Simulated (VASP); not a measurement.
Computed with PBE GGA, VASP's PBE PAW potentials (set 64) (plane waves; VASP).

Input for VASP

### KPOINTS
```
Automatic mesh
0
Gamma
8 8 8
0 0 0
```

### INCAR
```
NELM=100
ISMEAR=-5   ! tetrahedra, Bloechl
SYSTEM=SrTe
LCHARG=.TRUE.
ALGO=Normal
LWAVE=.FALSE.
PREC=Accurate
LREAL=.FALSE.   ! projection in real space or not
NEDOS=601
LORBIT=11
EDIFF=1E-7   ! SCF stop (eV)
LASPH=.TRUE.   ! aspherical one-centre terms
LMAXMIX=4
ISIF=2   ! forces and stress, cell fixed
GGA=PE   ! PBE
ENCUT=520   ! plane-wave cut-off (eV)
```

POSCAR:
```
SrTe
1.0
  0.0000000000   3.3624602352   3.3624602352
  3.3624602352   0.0000000000   3.3624602352
  3.3624602352   3.3624602352   0.0000000000
Sr Te
1 1
Cart
  0.0000000000   0.0000000000   0.0000000000
  3.3624602352   3.3624602352   3.3624602352
```

POTCAR, in this order: Sr_sv Te (PBE.64 set). Program: vasp_std.

Unless said otherwise, spin-orbit coupling is left out, though it shifts the bands of the heavy elements here.

Task: What does the run give for the energy per atom (σ→0), band gap (on the k-mesh)?

Result: 
```json
{
  "energy per atom (σ→0)": "-4.134 eV/atom",
  "band gap (on the k-mesh)": "1.77 eV"
}
```

File OSZICAR:
```
...
DAV:   7    -0.826907981700E+01   -0.55876E-02   -0.23535E-01   984   0.322E+00    0.977E-01
DAV:   8    -0.826835303881E+01    0.72678E-03   -0.27378E-02   868   0.833E-01    0.272E-01
DAV:   9    -0.826861895268E+01   -0.26591E-03   -0.93806E-04   920   0.238E-01    0.860E-02
DAV:  10    -0.826883147133E+01   -0.21252E-03   -0.17049E-04   844   0.927E-02    0.183E-02
DAV:  11    -0.826885837831E+01   -0.26907E-04   -0.28491E-05   900   0.359E-02    0.248E-02
DAV:  12    -0.826885929619E+01   -0.91788E-06   -0.21787E-06   984   0.874E-03    0.384E-03
DAV:  13    -0.826885933536E+01   -0.39175E-07   -0.40747E-07   896   0.351E-03
   1 F= -.82688593E+01 E0= -.82688593E+01  d E =0.000000E+00
```

The compound is SrTe in the rock salt structure. It was relaxed first.
